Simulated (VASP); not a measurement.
Output of a VASP run:

### OSZICAR
```
...
DAV:   3    -0.349718380099E+02   -0.38923E+01   -0.38767E+01   932   0.537E+01
DAV:   4    -0.350009027977E+02   -0.29065E-01   -0.29058E-01   820   0.541E+00
DAV:   5    -0.350013040108E+02   -0.40121E-03   -0.40120E-03   912   0.651E-01    0.127E+01
DAV:   6    -0.298796171228E+02    0.51217E+01   -0.17602E+01   864   0.326E+01    0.433E+00
DAV:   7    -0.298777131410E+02    0.19040E-02   -0.72737E-01   792   0.677E+00    0.294E+00
DAV:   8    -0.298640224502E+02    0.13691E-01   -0.79097E-02   808   0.288E+00    0.447E-01
DAV:   9    -0.298593801081E+02    0.46423E-02   -0.20378E-02   916   0.108E+00    0.234E-01
DAV:  10    -0.298598187403E+02   -0.43863E-03   -0.16457E-03   836   0.320E-01    0.132E-01
DAV:  11    -0.298597579254E+02    0.60815E-04   -0.17346E-04   836   0.110E-01    0.284E-02
DAV:  12    -0.298597586057E+02   -0.68023E-06   -0.50189E-06   828   0.233E-02    0.576E-03
DAV:  13    -0.298597582903E+02    0.31532E-06   -0.33682E-06   864   0.139E-02    0.408E-03
DAV:  14    -0.298597582959E+02   -0.55962E-08   -0.22226E-07   492   0.441E-03
   1 F= -.29859758E+02 E0= -.29859758E+02  d E =-.298598E+02
       N       E                     dE             d eps       ncg     rms          rms(c)
DAV:   1    -0.298600204075E+02   -0.26212E-03   -0.10862E-02   720   0.100E+00    0.597E-02
DAV:   2    -0.298599458020E+02    0.74605E-04   -0.99162E-05   908   0.962E-02    0.338E-02
DAV:   3    -0.298599073179E+02    0.38484E-04   -0.57744E-05   896   0.673E-02    0.214E-03
DAV:   4    -0.298599076630E+02   -0.34512E-06   -0.39277E-06   784   0.188E-02    0.178E-03
DAV:   5    -0.298599076461E+02    0.16950E-07   -0.76986E-08   488   0.288E-03
   2 F= -.29859908E+02 E0= -.29859908E+02  d E =-.149350E-03
       N       E                     dE             d eps       ncg     rms          rms(c)
DAV:   1    -0.298599442164E+02   -0.36553E-04   -0.21037E-03   720   0.442E-01    0.263E-02
DAV:   2    -0.298599296119E+02    0.14604E-04   -0.19271E-05   908   0.424E-02    0.149E-02
DAV:   3    -0.298599221624E+02    0.74496E-05   -0.11222E-05   896   0.297E-02    0.959E-04
DAV:   4    -0.298599222283E+02   -0.65911E-07   -0.77206E-07   780   0.833E-03
   3 F= -.29859922E+02 E0= -.29859922E+02  d E =-.163932E-03
       N       E                     dE             d eps       ncg     rms          rms(c)
DAV:   1    -0.298599301993E+02   -0.80370E-05   -0.25783E-02   720   0.149E+00    0.237E-02
DAV:   2    -0.298599524871E+02   -0.22288E-04   -0.35104E-04   856   0.162E-01    0.160E-02
DAV:   3    -0.298599443364E+02    0.81508E-05   -0.84982E-06   832   0.329E-02    0.732E-03
DAV:   4    -0.298599432883E+02    0.10480E-05   -0.82560E-06   864   0.257E-02    0.249E-03
DAV:   5    -0.298599433341E+02   -0.45809E-07   -0.81487E-07   728   0.899E-03
   4 F= -.29859943E+02 E0= -.29859943E+02  d E =-.211058E-04
       N       E                     dE             d eps       ncg     rms          rms(c)
DAV:   1    -0.298599637215E+02   -0.20433E-04   -0.45586E-03   720   0.625E-01    0.975E-03
DAV:   2    -0.298599677924E+02   -0.40710E-05   -0.61875E-05   848   0.680E-02    0.682E-03
DAV:   3    -0.298599663880E+02    0.14044E-05   -0.14918E-06   836   0.138E-02    0.317E-03
DAV:   4    -0.298599661767E+02    0.21139E-06   -0.14654E-06   856   0.108E-02    0.104E-03
DAV:   5    -0.298599661721E+02    0.45201E-08   -0.13866E-07   456   0.376E-03
   5 F= -.29859966E+02 E0= -.29859966E+02  d E =-.439439E-04
```

File OUTCAR:
```
------------------------ aborting loop because EDIFF is reached ----------------------------------------
  FORCE on cell =-STRESS in cart. coord.  units (eV):
  Direction    XX          YY          ZZ          XY          YZ          ZX
  --------------------------------------------------------------------------------------
  Total        3.3834081      3.3834081      3.3854314      0.0000000      0.0000000      0.0000000
  in kB      135.7409004    135.7408997    135.8220770      0.0000000      0.0000000      0.0000000
  external PRESSURE =     135.7679590 kB  Pullay stress =       0.0000000 kB
  volume of cell :       39.94
      direct lattice vectors                 reciprocal lattice vectors
     1.534078142 -2.657101278 -0.000000000     0.325928638 -0.188174988 -0.000000000
     1.534078142  2.657101278  0.000000000     0.325928638  0.188174988  0.000000000
     0.000000000 -0.000000000  4.898562489     0.000000000 -0.000000000  0.204141522
  FREE ENERGIE OF THE ION-ELECTRON SYSTEM (eV)
  ---------------------------------------------------
  free  energy   TOTEN  =       -29.8599661721 eV

  energy  without entropy=      -29.8599661721  energy(sigma->0) =      -29.85996617

 reached required accuracy - stopping structural energy minimisation
```
(Selected blocks of OUTCAR.)

File POSCAR:
```
AlN
1
    1.5325769653    -2.6545011646     0.0000000000
    1.5325769653     2.6545011646     0.0000000000
    0.0000000000     0.0000000000     4.9081635828
Al N
2 2
Direct
  0.6666670000   0.3333330000   0.5000587813
  0.3333330000   0.6666670000   0.0000587813
  0.6666670000   0.3333330000   0.8819412187
  0.3333330000   0.6666670000   0.3819412187
```

Question: Reconstruct the remaining input files.

Answer: One answer among several that fit: the input of the run itself, PW91 GGA, plane waves, VASP's PBE PAW potentials (set 64).

### INCAR
```
SYSTEM = AlN
PREC = Accurate
ENCUT = 520
EDIFF = 1E-7
NELM = 100
ALGO = Normal
LREAL = .FALSE.
LASPH = .TRUE.
ISMEAR = 0
SIGMA = 0.05
GGA = 91
LWAVE = .FALSE.
LCHARG = .FALSE.
ISIF = 4
IBRION = 2
NSW = 30
EDIFFG = -0.01
```

### KPOINTS
```
K-points
0
gamma
 8 8 5
0 0 0
```

POTCAR, in this order: Al N (PBE.64 set). Program: vasp_std.

The compound is AlN in the wurtzite structure. This cell is one point of a volume scan, at 0.94 of the reference volume. Symmetry was kept, so distortions that lower it aren't found.
